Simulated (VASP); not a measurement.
Here is the system:

```
KZnF3
1.0
    4.05793     0.00000     0.00000
    0.00000     4.05793     0.00000
    0.00000     0.00000     4.05793
K Zn F
1 1 3
Direct
  0.00000   0.00000   0.00000
  0.50000   0.50000   0.50000
  0.50000   0.00000   0.50000
  0.00000   0.50000   0.50000
  0.50000   0.50000   0.00000
```

Calculation: PBEsol GGA, VASP's PBE PAW potentials (set 64) (plane waves; VASP). Settings: 520 eV cut-off, 7×7×7 Γ-centred mesh, Gaussian smearing of 0.010 eV, potentials K_sv Zn F.

**Question.** Give the direction-averaged independent-particle dielectric function (no local fields, no excitons; a broadening of 0.1 eV leaves a tail below the gap, and fine structure carries the noise of the k-mesh).

**Answer.** 
| ħω (eV) | ε₁ | ε₂ |
|---|---|---|
| 0.00 | 2.45 | 0.00 |
| 0.10 | 2.45 | 0.00 |
| 0.30 | 2.45 | 0.00 |
| 0.50 | 2.45 | 0.00 |
| 0.70 | 2.46 | 0.00 |
| 0.90 | 2.46 | 0.00 |
| 1.10 | 2.46 | 0.00 |
| 1.30 | 2.47 | 0.00 |
| 1.50 | 2.48 | 0.00 |
| 1.70 | 2.49 | 0.00 |
| 1.90 | 2.50 | 0.01 |
| 2.10 | 2.51 | 0.01 |
| 2.30 | 2.52 | 0.01 |
| 2.50 | 2.53 | 0.01 |
| 2.70 | 2.55 | 0.01 |
| 2.90 | 2.56 | 0.01 |
| 3.00 | 2.57 | 0.01 |
| 3.20 | 2.59 | 0.01 |
| 3.40 | 2.62 | 0.01 |
| 3.60 | 2.64 | 0.01 |
| 3.80 | 2.67 | 0.02 |
| 4.00 | 2.71 | 0.02 |
| 4.20 | 2.75 | 0.02 |
| 4.40 | 2.79 | 0.03 |
| 4.60 | 2.85 | 0.03 |
| 4.80 | 2.91 | 0.04 |
| 5.00 | 3.00 | 0.05 |
| 5.20 | 3.12 | 0.08 |
| 5.40 | 3.26 | 0.20 |
| 5.60 | 3.42 | 0.26 |
| 5.80 | 3.61 | 0.84 |
| 6.00 | 3.02 | 0.72 |
ε₂ peaks at 5.9 eV (height 1.1); ε₁(0) averages 2.45, so the electronic refractive index below the gap tends to √2.45 = 1.57.

The compound is KZnF3 in the cubic perovskite structure. It was relaxed first.
